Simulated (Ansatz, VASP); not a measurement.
# Ca2Br3 in VASP and in Ansatz

```xyz
10
Lattice="8.3852 0.0000 0.0000 0.0000 8.3852 0.0000 0.0000 0.0000 4.4274" Properties=species:S:1:pos:R:3 pbc="T T T"
Ca    3.2090    7.4016    0.0000
Ca    0.9836    3.2090    0.0000
Ca    5.1762    0.9836    0.0000
Ca    7.4016    5.1762    0.0000
Br    0.0000    0.0000    0.0000
Br    4.1926    4.1926    0.0000
Br    1.4825    5.6751    2.2137
Br    2.7101    1.4825    2.2137
Br    6.9027    2.7101    2.2137
Br    5.6751    6.9027    2.2137
```

Alike in both runs: task single point; functional PBE; k mesh 2 × 2 × 4; occupations gaussian, width 0.1 eV; no spin polarisation.

|  | VASP | Ansatz |
| --- | --- | --- |
| version | VASP 6.6.1 | Ansatz 0.2.0 |
| potentials or method | VASP PAW PBE potentials, release 64 (Ca_sv, Br) | scalar-relativistic, plane waves, PAW |
| plane-wave cutoff (eV) | 520 | 420 |
| valence electrons in the cell | 82 | 82 |

Ansatz gave:

- gap on the k mesh at the Fermi level (eV): none
- pressure (GPa): -1.0
- largest component of the traceless stress (GPa): 0.85
- rms of the force components (eV/Å): 1.168

Task: What did VASP give for the same quantities?

Result: gap on the k mesh at the Fermi level (eV): none; pressure (GPa): -1.0; largest component of the traceless stress (GPa): 0.86; rms of the force components (eV/Å): 1.173.

Atom by atom the forces differ by 0.006 eV/Å (rms over components). A gap of «none» marks a metal or a gap that the smearing closes.

Caveats: the k mesh is coarse (spacing up to 0.37 Å⁻¹), so the values aren't converged; forces of over 1 eV/Å show positions far from the minimum, so gaps and moduli don't describe the material at rest.
